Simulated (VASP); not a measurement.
Given:

```
CELL_PARAMETERS angstrom
      1.22876    -2.12827     0.00000
      1.22876     2.12827     0.00000
      0.00000     0.00000     4.00669
ATOMIC_POSITIONS crystal
  Co 0.33333 0.66667 0.25000
  Co 0.66667 0.33333 0.75000
```
Starting moments (μB, in the order of the record's atoms Co Co): 1.7 1.7.

Method: r2SCAN+rVV10, VASP's PBE PAW potentials (set 64) (plane waves; VASP). Settings: 520 eV cut-off, 19×19×10 Γ-centred mesh, tetrahedra with Blöchl corrections, potentials Co.

Problem. Give the spin-up energies of bands 1 to 12 at the high-symmetry points, in eV from the Fermi level.

Solution. 
```
band      Γ      M      K      A      L      H
----  -----  -----  -----  -----  -----  -----
1     -9.58  -5.63  -5.18  -7.27  -5.82  -4.67
2     -5.94  -5.49  -4.67  -7.27  -5.82  -4.67
3     -3.46  -5.35  -4.67  -3.69  -4.62  -4.51
4     -3.39  -3.56  -4.38  -3.69  -4.62  -4.51
5     -3.39  -3.33  -3.67  -3.46  -2.58  -3.68
6     -3.08  -3.09  -3.67  -3.46  -2.58  -3.68
7     -3.08  -2.96  -2.69  -3.46  -1.74  -2.68
8     -2.71  -1.40  -1.67  -3.46  -1.74  -2.68
9     -2.71  -1.37  -1.67  -1.91  -1.31  -1.50
10    -1.59  -1.25  -1.61  -1.91  -1.31  -1.50
11    -1.59   0.98   4.44  -1.91   1.47   5.83
12    -0.37   3.24   5.45  -1.91   1.47   5.83
```

Problem. Give the spin-down energies of bands 1 to 12 at the high-symmetry points, in eV from the Fermi level.

Solution. 
```csv
band,Γ,M,K,A,L,H
1,-10.17,-4.45,-3.30,-7.68,-4.48,-2.96
2,-4.79,-4.01,-3.30,-7.68,-4.48,-2.96
3,-1.06,-3.64,-3.28,-1.76,-2.67,-2.77
4,-0.95,-2.39,-3.12,-1.76,-2.67,-2.77
5,-0.95,-1.15,-1.48,-1.00,0.01,-2.07
6,-0.91,-1.06,-1.48,-1.00,0.01,-2.07
7,-0.55,-0.68,-0.33,-1.00,0.09,-0.10
8,-0.55,1.44,1.08,-1.00,0.09,-0.10
9,0.00,1.57,1.08,0.93,1.55,1.29
10,0.00,1.61,1.28,0.93,1.55,1.29
11,1.30,2.70,5.47,0.93,2.22,6.57
12,1.30,4.52,6.46,0.93,2.22,6.57
```

It has no gap at this level: it comes out as a metal or semimetal.

The compound is Co in the hcp structure. It was relaxed first, which changed the volume by -6 %.
